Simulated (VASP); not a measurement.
Given:

```
CELL_PARAMETERS angstrom
      3.84726     0.00000     0.00000
      0.00000     3.84726     0.00000
      0.00000     0.00000     3.84726
ATOMIC_POSITIONS crystal
  Sr 0.00000 0.00000 0.00000
  V  0.50000 0.50000 0.50000
  O  0.50000 0.00000 0.50000
  O  0.00000 0.50000 0.50000
  O  0.50000 0.50000 0.00000
```

Calculation: revTPSS meta-GGA, VASP's PBE PAW potentials (set 64) (plane waves; VASP 6.6.1). Numerical set-up: 520 eV cut-off, 9×9×9 Γ-centred mesh, tetrahedra with Blöchl corrections, potentials Sr_sv V_sv O.

The cores are frozen, which limits the accuracy of field gradients.

Task: Give the principal components of the electric field gradient (V/Å²) and the asymmetry η at each nucleus.

Result: 
```csv
atom,Vxx,Vyy,Vzz,η
Sr1,0.0,0.0,0.0,-
V2,0.0,0.0,0.0,-
O3,-13.1,-13.1,26.3,0.00
O4,-13.1,-13.1,26.3,0.00
O5,-13.1,-13.1,26.3,0.00
```

The compound is SrVO3 in the cubic perovskite structure. It was relaxed first. The run is not spin-polarised, so no magnetic state was tried.
